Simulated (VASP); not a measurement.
OSZICAR of a VASP run on SrVO3:

File OSZICAR:
```
...
DAV:   7    -0.331002831570E+03   -0.89996E-07   -0.24383E-06  2516   0.438E-03    0.431E-03
DAV:   8    -0.331002831574E+03   -0.41473E-08   -0.55611E-07  2336   0.276E-03
   2 F= -.33100283E+03 E0= -.33100024E+03  d E =-.778928E-02
       N       E                     dE             d eps       ncg     rms          rms(c)
DAV:   1    -0.331001978281E+03    0.85329E-03   -0.19209E+00  2448   0.200E+00    0.702E-01
DAV:   2    -0.331021072135E+03   -0.19094E-01   -0.15044E-01  2880   0.913E-01    0.174E+00
DAV:   3    -0.331003121862E+03    0.17950E-01   -0.96274E-02  3012   0.617E-01    0.425E-01
DAV:   4    -0.331002831035E+03    0.29083E-03   -0.19096E-03  3080   0.110E-01    0.145E-01
DAV:   5    -0.331002831932E+03   -0.89704E-06   -0.29021E-04  3112   0.480E-02    0.282E-02
DAV:   6    -0.331002831412E+03    0.52024E-06   -0.35919E-05  2964   0.194E-02    0.160E-02
DAV:   7    -0.331002831690E+03   -0.27848E-06   -0.90000E-06  3000   0.932E-03    0.972E-03
DAV:   8    -0.331002831581E+03    0.10973E-06   -0.23984E-06  2880   0.582E-03    0.457E-03
DAV:   9    -0.331002831600E+03   -0.19550E-07   -0.87326E-07  2632   0.310E-03
   3 F= -.33100283E+03 E0= -.33100024E+03  d E =-.778918E-02
       N       E                     dE             d eps       ncg     rms          rms(c)
DAV:   1    -0.330989315058E+03    0.13517E-01   -0.16123E+00  2948   0.652E+00    0.430E-01
DAV:   2    -0.331005437750E+03   -0.16123E-01   -0.16944E-01  2468   0.955E-01    0.858E-01
DAV:   3    -0.331002227420E+03    0.32103E-02   -0.41723E-02  2792   0.425E-01    0.392E-01
DAV:   4    -0.331001386545E+03    0.84087E-03   -0.45678E-03  2992   0.190E-01    0.177E-01
DAV:   5    -0.331001815617E+03   -0.42907E-03   -0.18940E-03  2904   0.206E-01    0.290E-01
DAV:   6    -0.331001264876E+03    0.55074E-03   -0.15904E-03  3080   0.144E-01    0.830E-02
DAV:   7    -0.331001336909E+03   -0.72033E-04   -0.12337E-03  3152   0.936E-02    0.133E-01
DAV:   8    -0.331001259346E+03    0.77563E-04   -0.80556E-04  3040   0.666E-02    0.634E-02
DAV:   9    -0.331001231050E+03    0.28296E-04   -0.72112E-05  3104   0.447E-02    0.156E-02
DAV:  10    -0.331001228861E+03    0.21889E-05   -0.94296E-06  3152   0.147E-02    0.633E-03
DAV:  11    -0.331001228433E+03    0.42855E-06   -0.31028E-06  2976   0.641E-03    0.376E-03
DAV:  12    -0.331001228168E+03    0.26436E-06   -0.63437E-07  2400   0.287E-03    0.167E-03
DAV:  13    -0.331001228087E+03    0.81513E-07   -0.34442E-07  2104   0.230E-03
   4 F= -.33100123E+03 E0= -.33099863E+03  d E =-.778972E-02
       N       E                     dE             d eps       ncg     rms          rms(c)
DAV:   1    -0.330961014210E+03    0.40214E-01   -0.35472E+00  2900   0.110E+01    0.499E-01
DAV:   2    -0.331003874035E+03   -0.42860E-01   -0.48071E-01  2408   0.133E+00    0.657E-01
DAV:   3    -0.331006059246E+03   -0.21852E-02   -0.72176E-02  2752   0.548E-01    0.821E-01
DAV:   4    -0.331001980052E+03    0.40792E-02   -0.25072E-02  2992   0.359E-01    0.313E-01
DAV:   5    -0.331001588702E+03    0.39135E-03   -0.30674E-03  3104   0.218E-01    0.217E-01
DAV:   6    -0.331001301443E+03    0.28726E-03   -0.10193E-03  2816   0.133E-01    0.109E-01
DAV:   7    -0.331001328606E+03   -0.27163E-04   -0.31606E-04  2800   0.131E-01    0.121E-01
DAV:   8    -0.331001231799E+03    0.96807E-04   -0.17563E-04  2920   0.792E-02    0.330E-02
DAV:   9    -0.331001245587E+03   -0.13788E-04   -0.20681E-04  2888   0.382E-02    0.565E-02
DAV:  10    -0.331001228061E+03    0.17526E-04   -0.11867E-04  2848   0.279E-02    0.125E-02
DAV:  11    -0.331001228401E+03   -0.34030E-06   -0.75480E-06  2960   0.112E-02    0.890E-03
DAV:  12    -0.331001228419E+03   -0.17288E-07   -0.37235E-06  2728   0.102E-02    0.820E-03
DAV:  13    -0.331001227932E+03    0.48670E-06   -0.10481E-06  2608   0.552E-03    0.167E-03
DAV:  14    -0.331001227938E+03   -0.56680E-08   -0.23482E-07  1812   0.137E-03
   5 F= -.33100123E+03 E0= -.33099863E+03  d E =-.778974E-02
       N       E                     dE             d eps       ncg     rms          rms(c)
DAV:   1    -0.330988292243E+03    0.12936E-01   -0.23552E+00  3504   0.729E+00    0.279E-01
DAV:   2    -0.331003075168E+03   -0.14783E-01   -0.15689E-01  3168   0.909E-01    0.229E-01
DAV:   3    -0.331003753101E+03   -0.67793E-03   -0.98126E-03  4092   0.231E-01    0.388E-01
DAV:   4    -0.331002837553E+03    0.91555E-03   -0.55054E-03  3952   0.168E-01    0.126E-01
DAV:   5    -0.331003123801E+03   -0.28625E-03   -0.14160E-03  3856   0.177E-01    0.250E-01
DAV:   6    -0.331002644882E+03    0.47892E-03   -0.95576E-04  3772   0.136E-01    0.269E-02
DAV:   7    -0.331002638412E+03    0.64699E-05   -0.11432E-04  3736   0.366E-02    0.272E-02
DAV:   8    -0.331002640991E+03   -0.25789E-05   -0.12586E-04  3640   0.305E-02    0.363E-02
DAV:   9    -0.331002630596E+03    0.10395E-04   -0.47416E-05  3760   0.188E-02    0.753E-03
DAV:  10    -0.331002627694E+03    0.29018E-05   -0.59939E-06  3916   0.948E-03    0.499E-03
DAV:  11    -0.331002626093E+03    0.16008E-05   -0.28172E-06  3848   0.688E-03    0.175E-03
DAV:  12    -0.331002625789E+03    0.30469E-06   -0.10418E-06  3420   0.301E-03    0.979E-04
DAV:  13    -0.331002625593E+03    0.19563E-06   -0.22276E-07  2504   0.174E-03    0.457E-04
DAV:  14    -0.331002625451E+03    0.14174E-06   -0.30837E-07  2632   0.221E-03    0.228E-04
DAV:  15    -0.331002625451E+03    0.36380E-09   -0.14498E-07  1948   0.103E-03
   6 F= -.33100263E+03 E0= -.33100003E+03  d E =-.778984E-02
       N       E                     dE             d eps       ncg     rms          rms(c)
DAV:   1    -0.330998693524E+03    0.39319E-02   -0.39495E+00  3168   0.407E+00    0.361E-01
DAV:   2    -0.331002989210E+03   -0.42957E-02   -0.50311E-02  3340   0.488E-01    0.267E-01
DAV:   3    -0.331002758649E+03    0.23056E-03   -0.25046E-03  4312   0.118E-01    0.149E-01
DAV:   4    -0.331003896834E+03   -0.11382E-02   -0.89802E-03  4000   0.228E-01    0.461E-01
DAV:   5    -0.331002630929E+03    0.12659E-02   -0.73873E-03  3760   0.175E-01    0.468E-02
DAV:   6    -0.331002657612E+03   -0.26683E-04   -0.19036E-04  3628   0.617E-02    0.702E-02
DAV:   7    -0.331002628608E+03    0.29004E-04   -0.84918E-05  4036   0.420E-02    0.244E-02
DAV:   8    -0.331002633932E+03   -0.53241E-05   -0.69861E-05  3904   0.240E-02    0.382E-02
DAV:   9    -0.331002626138E+03    0.77937E-05   -0.63819E-05  3828   0.206E-02    0.114E-02
DAV:  10    -0.331002625395E+03    0.74307E-06   -0.48324E-06  3764   0.824E-03    0.279E-03
DAV:  11    -0.331002625429E+03   -0.33819E-07   -0.10168E-06  3224   0.320E-03    0.146E-03
DAV:  12    -0.331002625432E+03   -0.30414E-08   -0.72530E-08  1660   0.963E-04
   7 F= -.33100263E+03 E0= -.33100003E+03  d E =-.778987E-02
       N       E                     dE             d eps       ncg     rms          rms(c)
DAV:   1    -0.330998950314E+03    0.36751E-02   -0.25199E+00  2352   0.330E+00    0.327E-01
DAV:   2    -0.331002059543E+03   -0.31092E-02   -0.33161E-02  2576   0.508E-01    0.409E-01
DAV:   3    -0.331001749594E+03    0.30995E-03   -0.17188E-03  3048   0.158E-01    0.261E-01
DAV:   4    -0.331002017175E+03   -0.26758E-03   -0.38243E-03  2728   0.153E-01    0.337E-01
DAV:   5    -0.331001801709E+03    0.21547E-03   -0.71179E-03  2864   0.197E-01    0.240E-01
DAV:   6    -0.331001640682E+03    0.16103E-03   -0.26154E-03  2896   0.152E-01    0.173E-01
DAV:   7    -0.331001416401E+03    0.22428E-03   -0.40945E-04  2808   0.937E-02    0.240E-02
DAV:   8    -0.331001417618E+03   -0.12161E-05   -0.83822E-05  2872   0.256E-02    0.380E-02
DAV:   9    -0.331001408341E+03    0.92762E-05   -0.57535E-05  2816   0.207E-02    0.125E-02
DAV:  10    -0.331001403478E+03    0.48632E-05   -0.74279E-06  2536   0.954E-03    0.636E-03
DAV:  11    -0.331001402490E+03    0.98769E-06   -0.60593E-06  2760   0.118E-02    0.127E-02
DAV:  12    -0.331001400410E+03    0.20800E-05   -0.36242E-06  2856   0.100E-02    0.289E-03
DAV:  13    -0.331001399668E+03    0.74256E-06   -0.72062E-07  2508   0.342E-03    0.114E-03
DAV:  14    -0.331001398818E+03    0.85005E-06   -0.86587E-07  2360   0.373E-03    0.729E-04
DAV:  15    -0.331001398334E+03    0.48376E-06   -0.91096E-07  2360   0.374E-03    0.515E-04
DAV:  16    -0.331001398268E+03    0.65629E-07   -0.43395E-07  2176   0.198E-03
   8 F= -.33100140E+03 E0= -.33099880E+03  d E =-.779135E-02
       N       E                     dE             d eps       ncg     rms          rms(c)
DAV:   1    -0.330996607070E+03    0.47913E-02   -0.44697E+00  2352   0.428E+00    0.571E-01
DAV:   2    -0.331003375937E+03   -0.67689E-02   -0.71524E-02  2616   0.780E-01    0.767E-01
DAV:   3    -0.331002076708E+03    0.12992E-02   -0.35157E-03  2896   0.224E-01    0.493E-01
DAV:   4    -0.331003307496E+03   -0.12308E-02   -0.11567E-02  2688   0.255E-01    0.638E-01
DAV:   5    -0.331002528215E+03    0.77928E-03   -0.22072E-02  2888   0.332E-01    0.429E-01
DAV:   6    -0.331002318476E+03    0.20974E-03   -0.87907E-03  2872   0.269E-01    0.345E-01
DAV:   7    -0.331001418682E+03    0.89979E-03   -0.14872E-03  2816   0.166E-01    0.425E-02
DAV:   8    -0.331001430534E+03   -0.11852E-04   -0.28565E-04  2784   0.467E-02    0.666E-02
DAV:   9    -0.331001403887E+03    0.26647E-04   -0.15882E-04  2848   0.346E-02    0.194E-02
DAV:  10    -0.331001399586E+03    0.43011E-05   -0.17025E-05  2480   0.144E-02    0.151E-02
DAV:  11    -0.331001401466E+03   -0.18800E-05   -0.14216E-05  2776   0.193E-02    0.214E-02
DAV:  12    -0.331001398375E+03    0.30909E-05   -0.71432E-06  2752   0.143E-02    0.415E-03
DAV:  13    -0.331001398255E+03    0.12011E-06   -0.58472E-07  2352   0.320E-03    0.163E-03
DAV:  14    -0.331001398255E+03    0.30559E-09   -0.23535E-07  1720   0.140E-03
   9 F= -.33100140E+03 E0= -.33099880E+03  d E =-.779143E-02
```

Q: Which electronic solver shows in the log?

A: It is blocked Davidson (ALGO = Normal, or the opening steps of other solvers). The INCAR had ALGO = Normal.

Q: How was spin treated?

A: Without spin polarisation: there is no mag entry.

Q: Can the final energy be trusted as converged?

A: The run converged. It stopped with EDIFF = 1E-7, NELM = 100 (PBEsol GGA, plane waves, VASP's PBE PAW potentials (set 64)).

The cell is a supercell, built from SrVO3 (cubic perovskite). The run is not spin-polarised, so no magnetic state was tried.
